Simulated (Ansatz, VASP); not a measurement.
**Cross-check of As (arsenene bilayer, AB) between VASP and Ansatz**

Wanted: the spread between two codes on one cell, functional and k mesh. Of the first pair: The structure shown is the start of the Ansatz relaxation below; VASP solves that cell, so the two are compared at the walk's first step.

Main program and level: Ansatz 0.2.0; plane waves, with VASP 6.6.1 beside it; single point at PBE with D3(BJ).

## (1) The structure

The cell holds 4 atoms: 4 As. Cell: a = 3.610 Å, b = 3.610 Å, c = 42.600 Å, α = 90.0°, β = 90.0°, γ = 120.0°. Vacuum lies along c.

## (2) Ansatz: relaxation, PBE with D3(BJ)

Ansatz runs on its default PAW (the set named soft_2) files.

The two programs are compared at the cell with which this relaxation starts, whose forces are those of its first step.

input.yaml

```yaml
crystal:
  lattice:
    - [3.61, 0.0, 0.0]
    - [-1.805, 3.1263517077, 0.0]
    - [0.0, 0.0, 42.6000000002]
  atoms:
    - { symbol: As, position: [0.6666666667, 0.3333333333, 0.4319248826] }
    - { symbol: As, position: [0.3333333333, 0.6666666667, 0.4647887324] }
    - { symbol: As, position: [0.0, 0.0, 0.5352112676] }
    - { symbol: As, position: [0.6666666667, 0.3333333333, 0.5680751174] }
  periodic: [true, true, false]
kpoints:
  mp_grid: { grid: [12, 12, 1] }
hamiltonian:
  xc: pbe
  dispersion: d3bj
scf:
  occupations: { method: fermi_dirac, width: 0.05 }
  convergence: { dr2_threshold: 1.0e-09 }
relax:
  f_tol: 0.004
  max_steps: 90
  cell: {}
output:
  write_potential: true
  write_density: true
  volumetric_format: npy
```

Run with:

```console
> ansatz run input.yaml --threads 4 --pin off --max-ram 12288MiB --backend cpu --events-out ev --progress --plain --runs-dir out
```

Numbers of over 12 decimals in the logs are rounded to 6 here.

What it wrote:

```text
Warning: relax.cell: scf.convergence.dr2_threshold = 1e-9 eV is looser than the 1.60230732203e-10 eV advised for a relaxation that steers and ends on the stress (1e-10 eV for each atom of the cell: 4, times the square of relax.cell.stress_2d_tol = 0.05 N/m over 15.8 Å (the atoms' height at the walk's start and 5 Å past either face), 3.165e-2 GPa, over a crystal's default 0.05). What an SCF threshold leaves in a stress goes as its square root, and in the free energy as the threshold itself, and one threshold admits the most on a small cell: [figures from the program's tests cut] Set scf.convergence.dr2_threshold to 1.60230732203e-10 eV or tighter. [rest of the remark cut]
Engine: ansatz 0.2.0, aarch64-unknown-linux-gnu
Pseudopotentials: kind: paw
Pseudopotential: As, paw, valence charge 15, recommended cutoff 420 eV (normal), As.paw.azcp
Functional definition: PBE
  parameter kappa = 0.804
  parameter beta = 0.066725
  exchange = pbe_x(kappa = kappa, mu = beta*pi^2/3)
  correlation = pbe_c(beta = beta)
Crystal: 4 atoms, lattice volume = 480.789 Å³
Basis set: ecut = 420 eV, 9287 PW (Γ), exchange–correlation on 50×50×576 points (8 copies of the dense FFT grid, shifted against one another)
Bands: 36, of which v1, the nominal top of the filled ones, is band 30 counted from 1 (29 counted from 0)
Symmetry: 12 space group operations
Space group: P-3m1 (ITA 164), of the structure as read, at distance tolerance 7.8e-5 Å
k-points: 19 of 144
Non-local potential: As, projectors of the file, l = 0: 2, l = 1: 2, l = 2: 3, l = 3: 1
PAW form: soft (Blöchl's): semilocal exchange-correlation on the pseudo side does not see the compensation charge
PAW one-centre angular grid: As, 590 points (default); XC on 64 Gauss nodes
Initial density: superposition of atomic densities (neutral atoms: chi_scale 0, normalization atom), corrected by the library's trained network
Initial wavefunctions: pseudopotential atomic-orbital guess
Functional: x = pbe(κ = 0.804, μ = 0.219515), c = pbe(β = 0.066725)
SCF iter   1: F=—  HF=-19425.605281 eV  |F-HF|=—  |Δ(HF+E_count)|=         —  Δρ=7.95e-4  dr2=8.88e-3  ethr=1.77e-3  ⟨swp⟩=11.2  Hψ=3536  notcnv=0
preconditioner: auto → Resta (q_TF=auto, 1.929 Å⁻¹)  ε∞=1.7  [insulator: Δε(μ)=0.735 eV  Ē_g=8.755 eV  σ=0.050 eV  W_gap=1.00  n_scr=26 (ndim 8)  ℏωp=7.6 eV  f_vac=0.773  D(μ)=0.00/eV (n_scr^D=0)  ε∞_Penn≈1.7  vacuum switching on, ρ_ref=5.6e-3 e/Å³]
SCF iter   2: F=—  HF=-19425.603919 eV  |F-HF|=—  |Δ(HF+E_count)|=   1.36e-3  Δρ=7.56e-4  dr2=1.24e-2  ethr=1.48e-5  ⟨swp⟩=3.9  Hψ=1855  notcnv=0  defer=19
SCF iter   3: F=—  HF=-19425.602874 eV  |F-HF|=—  |Δ(HF+E_count)|=   1.04e-3  Δρ=3.46e-4  dr2=2.36e-3  ethr=1.48e-5  ⟨swp⟩=2.1  Hψ=851  notcnv=0  defer=19
SCF iter   4: F=—  HF=-19425.602940 eV  |F-HF|=—  |Δ(HF+E_count)|=   6.65e-5  Δρ=1.15e-4  dr2=1.49e-4  ethr=3.94e-6  ⟨swp⟩=2.4  Hψ=916  notcnv=0  defer=19
SCF iter   5: F=—  HF=-19425.602966 eV  |F-HF|=—  |Δ(HF+E_count)|=   2.55e-5  Δρ=4.74e-5  dr2=1.45e-5  ethr=2.49e-7  ⟨swp⟩=3.1  Hψ=1229  notcnv=0  defer=19
SCF iter   6: F=—  HF=-19425.602975 eV  |F-HF|=—  |Δ(HF+E_count)|=   8.57e-6  Δρ=1.19e-5  dr2=2.05e-6  ethr=2.42e-8  ⟨swp⟩=3.0  Hψ=1391  notcnv=0  defer=19
SCF iter   7: F=—  HF=-19425.603017 eV  |F-HF|=—  |Δ(HF+E_count)|=   4.24e-5  Δρ=5.36e-6  dr2=2.39e-7  ethr=3.41e-9  ⟨swp⟩=2.5  Hψ=1327  notcnv=0  defer=19
SCF iter   8: F=—  HF=-19425.603017 eV  |F-HF|=—  |Δ(HF+E_count)|=   1.50e-7  Δρ=1.49e-6  dr2=8.33e-9  ethr=3.98e-10  ⟨swp⟩=2.7  Hψ=1282  notcnv=0  defer=19
SCF iter   9: F=—  HF=-19425.603017 eV  |F-HF|=—  |Δ(HF+E_count)|=   7.01e-9  Δρ=5.69e-7  dr2=2.19e-9  ethr=1.39e-11  ⟨swp⟩=3.0  Hψ=1360  notcnv=0  defer=18
SCF iter  10: F=-19425.603017 eV  HF=-19425.603017 eV  |F-HF|=6.18e-11  |Δ(HF+E_count)|=   1.37e-9  Δρ=3.50e-8  dr2=6.00e-12  ethr=1.67e-12  ⟨swp⟩=9.8  Hψ=4309  notcnv=0
SCF 1 converged in 10 iterations: F = -19425.603017 eV  dr2 = 6.00e-12
  greatest PAW one-centre occupation: 0.999 electrons in one spin orbital (limit 2), on the As atom at site 2 (counted from 0), in its partial waves of l = 2
relax step   1: F+E_penalty+E_count = -19425.60301684 eV  Δ(F+E_penalty+E_count) = +0.000e0 eV  max|allowed force component| = 2.460e-1 eV/Å  Δτ_max = 0.0000 Å  P = -0.791 N/m  Ω = 480.789 Å³  fix = [c, alpha, beta]  reactions: c +0.000 N/m  (10 SCF iters, accepted)
[...]
relax step   7: F+E_penalty+E_count = -19425.65906640 eV  Δ(F+E_penalty+E_count) = -6.001e-5 eV  max|allowed force component| = 2.291e-4 eV/Å  Δτ_max = 0.0053 Å  P = +0.019 N/m  Ω = 496.693 Å³  energy of the carried Pulay correction = -3.942e-4 eV  fix = [c, alpha, beta]  reactions: c +0.000 N/m  (7 SCF iters, accepted)
[...]
relax step   8: F+E_penalty+E_count = -19425.65950752 eV  Δ(F+E_penalty+E_count) = -4.411e-4 eV  max|allowed force component| = 1.790e-4 eV/Å  Δτ_max = 0.0000 Å  P = +0.023 N/m  Ω = 496.693 Å³  fix = [c, alpha, beta]  reactions: c +0.000 N/m  stress off target by 2.35e-2 N/m on what of the cell is left free  SCF on the basis re-selected at this cell (its energy is not comparable with the rows above)  (5 SCF iters)
basis re-selected at this cell: Δ(F+E_penalty+E_count) = -4.411e-4 eV, ΔP = +0.005 N/m vs the last step (what re-selecting the basis moved, of the pressure what is left beyond the Pulay correction that the steps carried, after the strain that the cell walked since its last selection, with what the two solves' SCF thresholds leave and, on support functions, any second-order correction that the steps lacked; it is no m [...]
WARN: The input density's exchange-correlation potential varies sharply where the density is thin. Do not read a vacuum level from v_tot or v_xc, or from such a field of the output density. On a cell that repeats whose density bears no net charge and no dipole along the vacuum's axis use v_es (v_loc + v_h of the components); under efield.dipole_correction with no amplitude use v_es + v_field, which holds any external [...]
SCF converged after 5 iterations
Free energy (F): -19425.659508 eV
Harris-Foulkes:  -19425.659507 eV  (|F-HF|=2.60e-8)
Internal energy: -19425.653982 eV  (E = F + TS)
E sigma→0 (E₀):  -19425.656745 eV
Entropy (-TS):   -0.005526 eV (-1.381 meV/atom)
Fermi energy:    -4.144359 eV
--- Per-component energies (eV) ---
  E_band       = -1833.799820
  E_kinetic    = 409.623739
  E_local      = -241340.830346  (includes V_loc(G=0)·N_el)
  E_nonlocal   = -2682.834269
  E_hartree    = 120582.159854
  E_xc         = -316.420783
  E_vxc        = -316.059882  (∫ρ·V_xc dr)
  E_paw        = -7338.347806  (= ΣΔE_a)
  E_vpaw       = 931.981487  (= ΣTr[D̂ρ^β])
  E_aug_tail   = 0.000027  (compensation charges beyond the density's cutoff)
  E_ewald      = 111262.212769
  E_disp       = -1.217168  (pairwise vdW)
  E_smearing   = -0.005526  (= −TS)
  E_closure    = -0.000000  (closes the sum)
  Σ components = -19425.659508   (vs F -19425.659508, Δ=0.00e0)
--- Forces (eV/Å), atoms counted from 1 ---
  atom   1  As     0.00000000     0.00000000     0.00007390
  atom   2  As     0.00000000    -0.00000000     0.00017901
  atom   3  As     0.00000000     0.00000000    -0.00017901
  atom   4  As    -0.00000000    -0.00000000    -0.00007390
  max |Σ_I F_I| component: 2.89e-19 eV/Å
--- 2D stress c σ (N/m, compression-positive) ---
        0.023479      -0.000000       0.000000
       -0.000000       0.023479       0.000000
        0.000000       0.000000       0.000000
  P = ½ c Tr σ = 0.0235 N/m
--- Band table (eV; the first three rows and the last of 19) ---
  k-point 0: bands = [... 26 lower, -5.8475, -5.6612, -5.6612, -4.5956, -3.9935, -2.7127, -2.7127, -2.1070, ... 2 higher]
  k-point 1: bands = [... 26 lower, -6.1665, -6.1270, -5.7595, -4.2173, -3.4788, -2.8052, -2.5165, -1.9919, ... 2 higher]
  k-point 2: bands = [... 26 lower, -6.6385, -6.1685, -6.1019, -4.8083, -3.2980, -2.4446, -2.1451, -1.6843, ... 2 higher]
  k-point 18: bands = [... 26 lower, -8.0949, -7.4922, -7.4922, -6.7803, -2.9336, -2.9336, -1.8831, -0.1070, ... 2 higher]
  the weakly bound empty levels are not read free of the cell's end (no_gap_told)
--- Relaxed structure (7 steps of the walk, 6 accepted, 1 SCFs on fresh bases) ---
  F+E_penalty+E_count = -19425.65950752 eV   max|allowed force component| = 1.790e-4 eV/Å   (the final SCF, on the basis selected at the relaxed cell)
  cell:  # Å, volume = 496.6934 Å³
    - [3.669223, 0.0, 0]
    - [-1.834611, 3.177640, 0]
    - [0, 0, 42.6000000002]
  atoms:
    - { symbol: As, position: [0.666667, 0.333333, 0.442200] }
    - { symbol: As, position: [0.333333, 0.666667, 0.473787] }
    - { symbol: As, position: [2.312964634097213e-18, 1.387778780943004e-17, 0.526213] }
    - { symbol: As, position: [0.666667, 0.333333, 0.557800] }
```

## (3) VASP: single point, PBE with D3(BJ), start cell, pair 1

The same cell, functional, mesh and smearing now go to VASP, with its own data sets.

Lines of VASP's logs that name or quote its potential files are left out, and so is its time.

INCAR

```
SYSTEM = As
PREC = Accurate
ENCUT = 400
EDIFF = 1E-06
NELM = 120
ISMEAR = -1
SIGMA = 0.05
LREAL = .FALSE.
ALGO = Normal
GGA = PE
IVDW = 12
NBANDS = 16
LORBIT = 11
LWAVE = .FALSE.
LCHARG = .FALSE.
ISIF = 2
LDIPOL = .TRUE.
IDIPOL = 3
DIPOL = 0.5 0.5 0.5
LVHAR = .TRUE.
LASPH = .TRUE.
GGA_COMPAT = .FALSE.
EFERMI = MIDGAP
NELMDL = -8
KPAR = 2
```

POSCAR

```
As
1.0
    3.6100000000      0.0000000000      0.0000000000
   -1.8050000000      3.1263520000      0.0000000000
    0.0000000000      0.0000000000     42.6000000000
As
4
Direct
    0.6666666134      0.3333332267      0.4319248826
    0.3333332801      0.6666665600      0.4647887324
    0.9999999467      0.9999998934      0.5352112676
    0.6666666134      0.3333332267      0.5680751174
```

KPOINTS

```
Automatic mesh
0
Gamma
12 12 1
0 0 0
```

Potentials, in the order of the species: As (PBE family, release 64).

Run with:

```console
> mpirun -np 2 vasp_std
```

What it wrote:

```text
[banner, memory and clock lines left out]
running    2 mpi-ranks, on    1 nodes
 distrk:  each k-point on    1 cores,    2 groups
 distr:  one band on    1 cores,    1 groups

 POSCAR found type information on POSCAR As
 POSCAR found :  1 types and       4 ions
 LDA part: xc-table for (Slater+PW92), standard interpolation
 POSCAR, INCAR and KPOINTS ok, starting setup
 FFT: planning ... GRIDC
 FFT: planning ... GRID_SOFT
 FFT: planning ... GRID
 WAVECAR not read
 entering main loop
       N       E                     dE             d eps       ncg     rms          rms(c)
DAV:   1     0.131395164732E+03    0.13140E+03   -0.49786E+03   608   0.670E+02
DAV:   2    -0.232800113297E+01   -0.13372E+03   -0.12330E+03   944   0.129E+02
DAV:   3    -0.183762389510E+02   -0.16048E+02   -0.15996E+02   856   0.583E+01
DAV:   4    -0.187149750844E+02   -0.33874E+00   -0.33800E+00   872   0.106E+01
DAV:   5    -0.187219358708E+02   -0.69608E-02   -0.69593E-02   768   0.140E+00
DAV:   6    -0.187221666355E+02   -0.23076E-03   -0.23076E-03   864   0.260E-01
DAV:   7    -0.187221730352E+02   -0.63997E-05   -0.63999E-05   816   0.375E-02
DAV:   8    -0.187221733174E+02   -0.28221E-06   -0.28188E-06   752   0.791E-03    0.463E+00
DAV:   9    -0.186586636931E+02    0.63510E-01   -0.34136E-02   768   0.938E-01    0.276E+00
DAV:  10    -0.186245631612E+02    0.34101E-01   -0.72071E-02   808   0.140E+00    0.154E-01
DAV:  11    -0.186250887279E+02   -0.52557E-03   -0.21195E-03   792   0.247E-01    0.561E-02
DAV:  12    -0.186251027124E+02   -0.13984E-04   -0.24484E-04   848   0.928E-02    0.238E-02
DAV:  13    -0.186250789847E+02    0.23728E-04   -0.80360E-05   824   0.386E-02    0.101E-02
DAV:  14    -0.186250939388E+02   -0.14954E-04   -0.24356E-05   808   0.189E-02    0.607E-03
DAV:  15    -0.186251437627E+02   -0.49824E-04   -0.84096E-06   688   0.109E-02    0.321E-03
DAV:  16    -0.186252060230E+02   -0.62260E-04   -0.15669E-05   696   0.118E-02    0.172E-03
DAV:  17    -0.186252300409E+02   -0.24018E-04   -0.18688E-06   696   0.402E-03    0.114E-03
DAV:  18    -0.186252495658E+02   -0.19525E-04   -0.11110E-06   680   0.328E-03    0.536E-04
DAV:  19    -0.186252570765E+02   -0.75107E-05   -0.14863E-07   624   0.112E-03    0.400E-04
DAV:  20    -0.186252640504E+02   -0.69739E-05   -0.19586E-07   608   0.105E-03    0.205E-04
DAV:  21    -0.186252666181E+02   -0.25677E-05   -0.43661E-08   544   0.451E-04    0.123E-04
DAV:  22    -0.186252679522E+02   -0.13342E-05   -0.30501E-08   552   0.341E-04    0.694E-05
DAV:  23    -0.186252692314E+02   -0.12791E-05   -0.23295E-08   456   0.268E-04    0.300E-05
DAV:  24    -0.186252695683E+02   -0.33698E-06   -0.42910E-09   424   0.120E-04
   1 F= -.19733336E+02 E0= -.19733294E+02  d E =-.836270E-04
```

From OUTCAR (step 3):

```text
ion  position               nearest neighbor table
   1  0.667  0.333  0.432-   2 2.51   2 2.51   2 2.51
   2  0.333  0.667  0.465-   1 2.51   1 2.51   1 2.51
   3  1.000  1.000  0.535-   4 2.51   4 2.51   4 2.51
   4  0.667  0.333  0.568-   3 2.51   3 2.51   3 2.51

  LATTYP: Found a hexagonal cell.
 ALAT       =     3.6100000000
 C/A-ratio  =    11.8005540166

 Subroutine GETGRP returns: Found 12 space group operations
 (whereof  6 operations were pure point group operations)

The static configuration has the point symmetry C_3v.
 The point group associated with its full space group is D_3d.

 Found     19 irreducible k-points:

   k-points           NKPTS =     19   k-points in BZ     NKDIM =     19   number of bands    NBANDS=     16

   dimension x,y,z NGX =    24 NGY =   24 NGZ =  280
   dimension x,y,z NGXF=    48 NGYF=   48 NGZF=  560

   ENCUT  =  400.0 eV  29.40 Ry    5.42 a.u.   5.89  5.89 69.47*2*pi/ulx,y,z

   NELECT =      20.0000    total number of electrons

 k-points in reciprocal lattice and weights: Automatic mesh
   0.00000000  0.00000000  0.00000000       0.007
   0.08333333  0.00000000  0.00000000       0.042
   0.16666667  0.00000000  0.00000000       0.042
   0.25000000  0.00000000  0.00000000       0.042
   0.33333333  0.00000000  0.00000000       0.042
   0.41666667  0.00000000  0.00000000       0.042
   0.50000000  0.00000000  0.00000000       0.021
   0.08333333  0.08333333  0.00000000       0.042
   0.16666667  0.08333333  0.00000000       0.083
[...]
0.33333333  0.25000000  0.00000000       0.083
   0.33333333  0.33333333  0.00000000       0.014

 dipolmoment           0.000000      0.000000      0.000000 electrons x Angstroem

 average (electrostatic) potential at core
       1 -57.8303       2 -57.8692       3 -57.8692       4 -57.8303

 E-fermi :  -2.6863

 k-point     1 :       0.0000    0.0000    0.0000
  band No.  band energies     occupation
    ...
      6      -3.6384      2.00000
      7      -3.6384      2.00000
      8      -3.5956      2.00000
      9      -3.5956      2.00000
     10      -3.2069      1.99994
     11      -1.8182      0.00000
     12      -1.0146      0.00000
     13      -0.2933      0.00000
     14      -0.2933      0.00000
     15      -0.0072      0.00000
    ...

 k-point     2 :       0.0833    0.0000    0.0000
  band No.  band energies     occupation
    ...
      6      -4.5040      2.00000
      7      -4.4217      2.00000
      8      -3.8654      2.00000
      9      -3.7782      2.00000
     10      -3.0552      1.99875
     11      -1.1899      0.00000
     12      -0.6439      0.00000
     13      -0.3857      0.00000
     14      -0.0948      0.00000
     15       0.0292      0.00000
    ...

 k-point     3 :       0.1667    0.0000    0.0000
  band No.  band energies     occupation
    ...
      6      -5.6808      2.00000
      7      -4.6190      2.00000
      8      -4.3402      2.00000
      9      -4.2125      2.00000
     10      -3.1779      1.99989
     11      -1.4279      0.00000
     12      -1.1098      0.00000
     13       0.2702      0.00000
     14       0.3931      0.00000
     15       0.6409      0.00000
    ...

 Edisp (eV)   -1.10807

  Total      -0.41178    -0.41178    -0.67376     0.00000     0.00000     0.00000
  in kB      -1.37221    -1.37221    -2.24522     0.00000     0.00000     0.00000
  external pressure =       -1.66 kB  Pullay stress =        0.00 kB

  energy-cutoff  :      400.00
  volume of cell :      480.79
      direct lattice vectors                 reciprocal lattice vectors
     3.610000000  0.000000000  0.000000000     0.277008310  0.159930808  0.000000000
    -1.805000000  3.126352000  0.000000000     0.000000000  0.319861615  0.000000000
     0.000000000  0.000000000 42.600000000     0.000000000  0.000000000  0.023474178

 POSITION                                       TOTAL-FORCE (eV/Angst)
 -----------------------------------------------------------------------------------
      1.80500      1.04212     18.40000         0.000000      0.000000      0.165311
      0.00000      2.08423     19.80000         0.000000      0.000000     -0.099231
      1.80500      3.12635     22.80000        -0.000000      0.000000      0.099231
      1.80500      1.04212     24.20000        -0.000000     -0.000000     -0.165311
 -----------------------------------------------------------------------------------
    total drift:                               -0.000000      0.000259     -0.000032

  FREE ENERGIE OF THE ION-ELECTRON SYSTEM (eV)
  ---------------------------------------------------
  free  energy   TOTEN  =       -19.7333362261 eV

  energy  without entropy=      -19.7332525991  energy(sigma->0) =      -19.73329441

 vacuum level on the upper side and lower side of the slab         1.760         1.760

 total charge
# of ion       s       p       d       tot
------------------------------------------
    1        1.295   1.371   0.040   2.707
    2        1.301   1.362   0.043   2.706
    3        1.301   1.362   0.043   2.706
    4        1.295   1.371   0.040   2.707
--------------------------------------------------
tot          5.192   5.467   0.167  10.826

[... 3 further parts left out ...]
```

## (4) Comparison

Known differences besides the potentials themselves: Ansatz cuts the interaction across the vacuum, VASP repeats the sheet with a dipole correction; the data sets hold 60 valence electrons in Ansatz (on its default PAW (the set named soft_2) files) and 20 in VASP; the cutoff is 420 eV in Ansatz and 400 eV in VASP. Total energies have different zeros and are not compared.

Forces (eV/Å; atoms numbered as in POSCAR):

| atom | Ansatz x, y, z | VASP x, y, z |
| --- | --- | --- |
| As1 | 0.000, 0.000, 0.246 | 0.000, 0.000, 0.165 |
| As2 | 0.000, 0.000, -0.182 | 0.000, 0.000, -0.099 |
| As3 | 0.000, 0.000, 0.182 | 0.000, 0.000, 0.099 |
| As4 | 0.000, 0.000, -0.246 | 0.000, 0.000, -0.165 |

The forces differ by 47 meV/Å r.m.s., which is 59.9 % of the r.m.s. force of 0.079 eV/Å (both taken over all components). With vacuum in the cell, a pressure given here is an average over mostly empty space and none of the material.

## (5) Other set-ups

Further runs change the set-up of one program: Ansatz's method, potentials or start, or VASP's data sets, cutoff or form of LDA. The table gives that difference for each run.

| run | r.m.s. force difference (meV/Å) |
| --- | --- |
| as above | 47 |
| VASP with the data sets As_d and a cutoff of 520 eV | 14 |

(Part 1 of 2 ends here.)

[Lines on the potential files, build, host, timing and source positions are cut from VASP's logs without a mark.]

[Logs are printed without paths, hosts, clocks, repeated set-up lines and the standing remarks that a program may print on its own settings, such as how far it seeks lower states.]

[Hosts, paths, dates, database ids (printed as entryN), source tags and the programs' standing remarks are cut or masked in the printed files.]
